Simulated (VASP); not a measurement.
All values below come from PBE GGA, VASP's PBE PAW potentials (set 64) (plane waves; VASP).

VASP input:

POSCAR:
```
Be4SSe3
1
    5.1044917664     0.0000000000     0.0000000000
    0.0000000000     5.1044917664     0.0000000000
    0.0000000000    -0.0000000000     5.1044917664
Be Se S
4 3 1
Direct
  0.0070203521   0.9929796479   0.9929796479
  0.4929796479   0.5070203521   0.9929796479
  0.4929796479   0.9929796479   0.5070203521
  0.0070203521   0.5070203521   0.5070203521
  0.2500000000   0.2500000000   0.2500000000
  0.7500000000   0.7500000000   0.2500000000
  0.7500000000   0.2500000000   0.7500000000
  0.2500000000   0.7500000000   0.7500000000
```

### INCAR
```
ALGO = Normal
EDIFF = 1E-6
ENCUT = 400
GGA = PE
ISMEAR = 0
LASPH = .TRUE.
LCHARG = .TRUE.
LMAXMIX = 4
LREAL = .FALSE.
LWAVE = .FALSE.
NELM = 100
PREC = Accurate
SIGMA = 0.05
SYSTEM = Be4SSe3
```

File KPOINTS:
```
Automatic mesh
0
Gamma
4 4 4
0 0 0
```

POTCAR, in this order: Be Se S (PBE.64 set). Program: vasp_std.

The run wrote:

OSZICAR:
```
       N       E                     dE             d eps       ncg     rms          rms(c)
DAV:   1     0.123991246807E+03    0.12399E+03   -0.11361E+04   420   0.105E+03
DAV:   2    -0.275694172325E+02   -0.15156E+03   -0.14505E+03   621   0.195E+02
DAV:   3    -0.368470485108E+02   -0.92776E+01   -0.92429E+01   528   0.540E+01
DAV:   4    -0.369847346651E+02   -0.13769E+00   -0.13750E+00   542   0.798E+00
DAV:   5    -0.369872920964E+02   -0.25574E-02   -0.25568E-02   513   0.104E+00    0.788E+00
DAV:   6    -0.366136210877E+02    0.37367E+00   -0.27743E-01   500   0.272E+00    0.501E+00
DAV:   7    -0.364915128541E+02    0.12211E+00   -0.43472E-01   495   0.348E+00    0.917E-01
DAV:   8    -0.364932097132E+02   -0.16969E-02   -0.19858E-02   544   0.881E-01    0.303E-01
DAV:   9    -0.364938205976E+02   -0.61088E-03   -0.53703E-03   498   0.372E-01    0.815E-02
DAV:  10    -0.364938315055E+02   -0.10908E-04   -0.12364E-04   536   0.798E-02    0.627E-02
DAV:  11    -0.364940294570E+02   -0.19795E-03   -0.76308E-04   533   0.156E-01    0.483E-02
DAV:  12    -0.364940084364E+02    0.21021E-04   -0.10786E-04   515   0.634E-02    0.482E-02
DAV:  13    -0.364940008785E+02    0.75579E-05   -0.64986E-05   503   0.402E-02    0.634E-03
DAV:  14    -0.364940016304E+02   -0.75186E-06   -0.15181E-05   505   0.201E-02    0.130E-02
DAV:  15    -0.364940020172E+02   -0.38687E-06   -0.24657E-06   412   0.896E-03
   1 F= -.36494002E+02 E0= -.36494002E+02  d E =-.322923E-12
```

**OUTCAR**
```
------------------------ aborting loop because EDIFF is reached ----------------------------------------
  FORCE on cell =-STRESS in cart. coord.  units (eV):
  Direction    XX          YY          ZZ          XY          YZ          ZX
  --------------------------------------------------------------------------------------
  Total        0.0273882      0.0273882      0.0273882     -0.0000000      0.0000000      0.0000000
  in kB        0.3299266      0.3299266      0.3299266     -0.0000000      0.0000000      0.0000000
  external PRESSURE =       0.3299266 kB  Pullay stress =       0.0000000 kB
  volume of cell :      133.00
      direct lattice vectors                 reciprocal lattice vectors
     5.104491766  0.000000000  0.000000000     0.195905890  0.000000000  0.000000000
     0.000000000  5.104491766  0.000000000     0.000000000  0.195905890  0.000000000
     0.000000000  0.000000000  5.104491766     0.000000000  0.000000000  0.195905890
 POSITION                                       TOTAL-FORCE (eV/Angst)
 -----------------------------------------------------------------------------------
      0.03584      5.06866      5.06866         0.008212     -0.008212     -0.008212
      2.51641      2.58808      5.06866        -0.008212      0.008212     -0.008212
      2.51641      5.06866      2.58808        -0.008212     -0.008212      0.008212
      0.03584      2.58808      2.58808         0.008212      0.008212      0.008212
      1.27612      1.27612      1.27612        -0.000000      0.000000     -0.000000
      3.82837      3.82837      1.27612        -0.000000     -0.000000     -0.000000
      3.82837      1.27612      3.82837        -0.000000     -0.000000     -0.000000
      1.27612      3.82837      3.82837        -0.000000      0.000000     -0.000000
 -----------------------------------------------------------------------------------
    total drift:                               -0.000000     -0.000000     -0.000000
  FREE ENERGIE OF THE ION-ELECTRON SYSTEM (eV)
  ---------------------------------------------------
  free  energy   TOTEN  =       -36.4940020172 eV

  energy  without entropy=      -36.4940020172  energy(sigma->0) =      -36.49400202
```
(Selected blocks of OUTCAR.)

**OUTCAR**
```
 val. band max:        3.4009156605   @ k =   0.0000   0.0000   0.0000

 cond. band min:       6.0002043968   @ k =   0.0000   0.0000   0.0000


 Fermi energy:         3.6361442496

 k-point     1 :       0.0000    0.0000    0.0000
  band No.  band energies     occupation
      1     -10.2898      2.00000
      2      -8.5793      2.00000
      3      -8.4140      2.00000
      4      -8.4140      2.00000
      5      -1.6244      2.00000
      6      -1.6244      2.00000
      7      -1.6244      2.00000
      8       0.6162      2.00000
      9       0.6162      2.00000
     10       0.6162      2.00000
     11       0.8928      2.00000
     12       0.8928      2.00000
     13       0.8928      2.00000
     14       3.4009      2.00000
     15       3.4009      2.00000
     16       3.4009      2.00000
     17       6.0002      0.00000
     18       6.0002      0.00000
     19       6.3666      0.00000
     20       7.7211      0.00000
     21       7.7211      0.00000

 k-point     2 :       0.2500    0.0000    0.0000
  band No.  band energies     occupation
      1     -10.0837      2.00000
      2      -8.8364      2.00000
      3      -8.4943      2.00000
      4      -8.3942      2.00000
      5      -1.4001      2.00000
      6      -1.4001      2.00000
      7      -1.0124      2.00000
      8       0.2612      2.00000
      9       0.2612      2.00000
     10       0.3217      2.00000
     11       0.5083      2.00000
     12       1.0291      2.00000
     13       1.0291      2.00000
     14       2.3266      2.00000
     15       2.8193      2.00000
     16       2.8193      2.00000
     17       6.4735      0.00000
     18       7.2373      0.00000
     19       7.3598      0.00000
     20       7.9305      0.00000
     21       8.2508      0.00000

 k-point     3 :       0.5000    0.0000    0.0000
  band No.  band energies     occupation
      1      -9.5386      2.00000
      2      -9.5071      2.00000
      3      -8.4876      2.00000
...
```

The structure was generated: Be4SSe3 was put into an ordered model structure (P-43m), which need not be its known phase. It was relaxed first.
